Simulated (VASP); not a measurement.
Output of a VASP run:

### OUTCAR
```
 ion  position               nearest neighbor table
   1  0.000  0.000  0.000-   2 2.49   2 2.49   2 2.49   2 2.49
   2  0.250  0.250  0.250-   1 2.49   1 2.49   1 2.49   1 2.49
  LATTYP: Found a face centered cubic cell.
 ALAT       =     5.7391983880
 Subroutine PRICEL returns:
 Original cell was already a primitive cell.
 Subroutine GETGRP returns: Found 24 space group operations
The static configuration has the point symmetry T_d .
The dynamic configuration has the point symmetry T_d .
 Subroutine INISYM returns: Found 24 space group operations
 Subroutine IBZKPT returns following result:
 Found     47 irreducible k-points:

 Following reciprocal coordinates:
            Coordinates               Weight
  0.000000  0.000000  0.000000      1.000000
  0.100000  0.000000  0.000000      8.000000
  0.200000  0.000000  0.000000      8.000000
  0.300000  0.000000  0.000000      8.000000
  0.400000  0.000000  0.000000      8.000000
  0.500000  0.000000  0.000000      4.000000
  0.100000  0.100000  0.000000      6.000000
  0.200000  0.100000  0.000000     24.000000
  0.300000  0.100000  0.000000     24.000000
  0.400000  0.100000  0.000000     24.000000
  0.500000  0.100000  0.000000     24.000000
 -0.400000  0.100000  0.000000     24.000000
 -0.300000  0.100000  0.000000     24.000000
 -0.200000  0.100000  0.000000     24.000000
 -0.100000  0.100000  0.000000     12.000000
  0.200000  0.200000  0.000000      6.000000
  0.300000  0.200000  0.000000     24.000000
  0.400000  0.200000  0.000000     24.000000
  0.500000  0.200000  0.000000     24.000000
 -0.400000  0.200000  0.000000     24.000000
 -0.300000  0.200000  0.000000     24.000000
 -0.200000  0.200000  0.000000     12.000000
  0.300000  0.300000  0.000000      6.000000
  0.400000  0.300000  0.000000     24.000000
  0.500000  0.300000  0.000000     24.000000
 -0.400000  0.300000  0.000000     24.000000
 -0.300000  0.300000  0.000000     12.000000
  0.400000  0.400000  0.000000      6.000000
  0.500000  0.400000  0.000000     24.000000
 -0.400000  0.400000  0.000000     12.000000
  0.500000  0.500000  0.000000      3.000000
  0.300000  0.200000  0.100000     24.000000
  0.400000  0.200000  0.100000     48.000000
  0.500000  0.200000  0.100000     48.000000
 -0.400000  0.200000  0.100000     24.000000
  0.400000  0.300000  0.100000     24.000000
  0.500000  0.300000  0.100000     48.000000
 -0.400000  0.300000  0.100000     48.000000
 -0.300000  0.300000  0.100000     48.000000
 -0.200000  0.300000  0.100000     24.000000
   k-points           NKPTS =     47   k-points in BZ     NKDIM =     47   number of bands    NBANDS=     12
   number of dos      NEDOS =    301   number of ions     NIONS =      2
   total plane-waves  NPLWV =  21952
   dimension x,y,z NGX =    28 NGY =   28 NGZ =   28
   dimension x,y,z NGXF=    56 NGYF=   56 NGZF=   56
   ions per type =               1   1
   PREC   = accura    normal or accurate (medium, high low for compatibility)
   ISTART =      0    job   : 0-new  1-cont  2-samecut
   ICHARG =      2    charge: 1-file 2-atom 10-const
   ISPIN  =      1    spin polarized calculation?
   LNONCOLLINEAR =      F non collinear calculations
   LSORBIT =      F    spin-orbit coupling
   INIWAV =      1    electr: 0-lowe 1-rand  2-diag
   ENCUT  =  400.0 eV  29.40 Ry    5.42 a.u.   6.62  6.62  6.62*2*pi/ulx,y,z
   NELM   =    100;   NELMIN=  2; NELMDL= -5     # of ELM steps
   EDIFF  = 0.1E-05   stopping-criterion for ELM
   LREAL  =      F    real-space projection
   NLSPLINE    = F    spline interpolate recip. space projectors
   LMAXMIX     =    6 max onsite mixed and CHGCAR
   VOSKOWN=      0    Vosko Wilk Nusair interpolation
   EDIFFG = -.1E-01   stopping-criterion for IOM
   NSW    =     60    number of steps for IOM
   NBLOCK =      1;   KBLOCK =     60    inner block; outer block
   IBRION =      2    ionic relax: 0-MD 1-quasi-New 2-CG
...
```

File OSZICAR:
```
       N       E                     dE             d eps       ncg     rms          rms(c)
DAV:   1     0.705572066446E+02    0.70557E+02   -0.73447E+03  1144   0.982E+02
DAV:   2    -0.146785835537E+02   -0.85236E+02   -0.81590E+02  1328   0.242E+02
DAV:   3    -0.175443486258E+02   -0.28658E+01   -0.27631E+01  1420   0.413E+01
DAV:   4    -0.175859973352E+02   -0.41649E-01   -0.41386E-01  1324   0.493E+00
DAV:   5    -0.175867290320E+02   -0.73170E-03   -0.73130E-03  1476   0.532E-01    0.125E+01
DAV:   6    -0.165350638499E+02    0.10517E+01   -0.31584E+00  1252   0.132E+01    0.488E+00
DAV:   7    -0.165054605259E+02    0.29603E-01   -0.15072E-01  1432   0.300E+00    0.214E+00
DAV:   8    -0.164967985329E+02    0.86620E-02   -0.13606E-02  1228   0.101E+00    0.163E-01
DAV:   9    -0.164965604698E+02    0.23806E-03   -0.89915E-04  1268   0.283E-01    0.992E-02
DAV:  10    -0.164965781913E+02   -0.17721E-04   -0.13031E-04  1388   0.926E-02    0.191E-02
DAV:  11    -0.164965799978E+02   -0.18065E-05   -0.66483E-06  1264   0.240E-02    0.218E-03
DAV:  12    -0.164965802486E+02   -0.25078E-06   -0.54369E-07   704   0.575E-03
   1 F= -.16496580E+02 E0= -.16496725E+02  d E =-.164966E+02
```

**OUTCAR**
```
------------------------ aborting loop because EDIFF is reached ----------------------------------------
  FORCE on cell =-STRESS in cart. coord.  units (eV):
  Direction    XX          YY          ZZ          XY          YZ          ZX
  --------------------------------------------------------------------------------------
  Total       -0.0125134     -0.0125134     -0.0125134      0.0000000     -0.0000000      0.0000000
  in kB       -0.4242205     -0.4242205     -0.4242205      0.0000000     -0.0000000      0.0000000
  external PRESSURE =      -0.4242205 kB  Pullay stress =       0.0000000 kB
  volume of cell :       47.26
      direct lattice vectors                 reciprocal lattice vectors
     0.000000000  2.869599194  2.869599194    -0.174240361  0.174240361  0.174240361
     2.869599194  0.000000000  2.869599194     0.174240361 -0.174240361  0.174240361
     2.869599194  2.869599194  0.000000000     0.174240361  0.174240361 -0.174240361
 POSITION                                       TOTAL-FORCE (eV/Angst)
 -----------------------------------------------------------------------------------
      0.00000      0.00000      0.00000        -0.000000     -0.000000     -0.000000
      1.43480      1.43480      1.43480         0.000000      0.000000      0.000000
 -----------------------------------------------------------------------------------
    total drift:                                0.000000      0.000000      0.000000
  FREE ENERGIE OF THE ION-ELECTRON SYSTEM (eV)
  ---------------------------------------------------
  free  energy   TOTEN  =       -16.4965802486 eV

  energy  without entropy=      -16.4970144041  energy(sigma->0) =      -16.49672497

 reached required accuracy - stopping structural energy minimisation
```
(Selected blocks of OUTCAR.)

### POSCAR
```
TaAs
1
   -0.0000000000     2.8695991940     2.8695991940
    2.8695991940    -0.0000000000     2.8695991940
    2.8695991940     2.8695991940    -0.0000000000
Ta As
1 1
Direct
  0.0000000000   0.0000000000   0.0000000000
  0.2500000000   0.2500000000   0.2500000000
```

Question: Reconstruct the remaining input files.

Answer: Several could match; the one computed here: the input of the run itself, PBEsol GGA, plane waves, VASP's PBE PAW potentials (set 64).

**INCAR**
```
! general
SYSTEM =TaAs
PREC   =Accurate
ENCUT  =400
LREAL  =.FALSE.
LASPH  =.TRUE.

! electronic loop
EDIFF  =1E-6
NELM   =100
ALGO   =Normal
LMAXMIX=6

! smearing
ISMEAR =1
SIGMA  =0.1

! functional
GGA    =PS

! ions
IBRION =2
NSW    =60
ISIF   =3
EDIFFG =-0.01

! output
LWAVE  =.FALSE.
LCHARG =.FALSE.
```

### KPOINTS
```
K-points
0
gamma
  10 10 10
```

POTCAR, in this order: Ta_pv As (PBE.64 set). Program: vasp_std.

The structure was generated: TaAs was put into the zinc blende type (F-43m), which need not be its known phase. It was relaxed first, which changed the volume by -36 %. The start is the result of an earlier pass.
